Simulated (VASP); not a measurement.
Method: r2SCAN+rVV10, VASP's PBE PAW potentials (set 64) (plane waves; VASP).

The input files of a VASP run:

**KPOINTS**
```
Automatic mesh
0
Gamma
8 8 8
0 0 0
```

File POSCAR:
```
NaCl
3.9682260
  0.0000000000   0.7071068131   0.7071068131
  0.7071068131   0.0000000000   0.7071068131
  0.7071068131   0.7071068131   0.0000000000
Na Cl
1 1
Cart
  0.0000000000   0.0000000000   0.0000000000
  0.7071068131   0.7071068131   0.7071068131
```

### INCAR
```
ALGO  =  Normal
BPARAM  =  11.95
CPARAM  =  0.0093
EDIFF  =  1E-7
ENCUT  =  520
ISIF  =  2
ISMEAR  =  0
LASPH  =  .True.
LCHARG  =  .False.
LMIXTAU  =  .True.
LREAL  =  .False.
LUSE_VDW  =  .True.
LWAVE  =  .False.
METAGGA  =  R2SCAN
NELM  =  100
PREC  =  Accurate
SIGMA  =  0.05
SYSTEM  =  NaCl
```

POTCAR, in this order: Na_pv Cl (PBE.64 set). Program: vasp_std.

The run wrote:

**OSZICAR**
```
       N       E                     dE             d eps       ncg     rms          rms(c)
DAV:   1     0.935308911789E+02    0.93531E+02   -0.76819E+03   641   0.132E+03
DAV:   2    -0.679463117924E+01   -0.10033E+03   -0.94489E+02   717   0.301E+02
DAV:   3    -0.152911496679E+02   -0.84965E+01   -0.84267E+01   764   0.858E+01
DAV:   4    -0.154858277190E+02   -0.19468E+00   -0.19445E+00   727   0.140E+01
DAV:   5    -0.154901375880E+02   -0.43099E-02   -0.43095E-02   809   0.199E+00    0.225E+00
DAV:   6    -0.132921408653E+02    0.21980E+01   -0.89959E-01   683   0.116E+01    0.273E+00
DAV:   7    -0.130979480701E+02    0.19419E+00   -0.24398E-01   659   0.719E+00    0.675E-01
DAV:   8    -0.134838680067E+02   -0.38592E+00   -0.29217E-01   638   0.584E+00    0.855E-01
DAV:   9    -0.133025570371E+02    0.18131E+00   -0.52215E-02   653   0.319E+00    0.643E-01
DAV:  10    -0.133227632380E+02   -0.20206E-01   -0.30237E-02   650   0.226E+00    0.242E-01
DAV:  11    -0.133069300269E+02    0.15833E-01   -0.10803E-02   638   0.143E+00    0.173E-01
DAV:  12    -0.133060154246E+02    0.91460E-03   -0.10717E-04   823   0.147E-01    0.156E-01
DAV:  13    -0.133172067159E+02   -0.11191E-01   -0.33579E-03   638   0.794E-01    0.106E-01
DAV:  14    -0.133172186441E+02   -0.11928E-04   -0.17275E-04   686   0.118E-01    0.259E-02
DAV:  15    -0.133172665749E+02   -0.47931E-04   -0.19488E-05   659   0.635E-02    0.205E-02
DAV:  16    -0.133172801850E+02   -0.13610E-04   -0.10591E-05   653   0.374E-02    0.122E-02
DAV:  17    -0.133172815523E+02   -0.13674E-05   -0.82869E-07   737   0.109E-02    0.723E-03
DAV:  18    -0.133172838433E+02   -0.22909E-05   -0.35850E-07   713   0.724E-03    0.339E-03
DAV:  19    -0.133172840671E+02   -0.22388E-06   -0.18012E-07   647   0.563E-03    0.113E-03
DAV:  20    -0.133172845010E+02   -0.43390E-06   -0.10187E-07   656   0.296E-03    0.243E-04
DAV:  21    -0.133172843806E+02    0.12048E-06   -0.28871E-09   334   0.795E-04    0.377E-04
DAV:  22    -0.133172845232E+02   -0.14268E-06   -0.20754E-09   337   0.574E-04    0.131E-04
DAV:  23    -0.133172843897E+02    0.13352E-06   -0.13866E-09   331   0.487E-04    0.251E-05
DAV:  24    -0.133172844332E+02   -0.43504E-07   -0.25625E-10   337   0.207E-04
   1 F= -.13317284E+02 E0= -.13317284E+02  d E =-.259085E-18
```

**OUTCAR**
```
------------------------ aborting loop because EDIFF is reached ----------------------------------------
  FORCE on cell =-STRESS in cart. coord.  units (eV):
  Direction    XX          YY          ZZ          XY          YZ          ZX
  --------------------------------------------------------------------------------------
  Total       -0.2396966     -0.2396966     -0.2396966      0.0000000      0.0000000      0.0000000
  in kB       -8.6915683     -8.6915683     -8.6915683      0.0000000      0.0000000      0.0000000
  external PRESSURE =      -8.6915683 kB  Pullay stress =       0.0000000 kB
  volume of cell :       44.18
      direct lattice vectors                 reciprocal lattice vectors
     0.000000000  2.805959641  2.805959641    -0.178192157  0.178192157  0.178192157
     2.805959641  0.000000000  2.805959641     0.178192157 -0.178192157  0.178192157
     2.805959641  2.805959641  0.000000000     0.178192157  0.178192157 -0.178192157
  FREE ENERGIE OF THE ION-ELECTRON SYSTEM (eV)
  ---------------------------------------------------
  free  energy   TOTEN  =       -13.3172844332 eV

  energy  without entropy=      -13.3172844332  energy(sigma->0) =      -13.31728443
```
(Selected blocks of OUTCAR.)

The compound is NaCl in the rock salt structure. This cell is one point of a volume scan, at 1.03 of the reference volume.
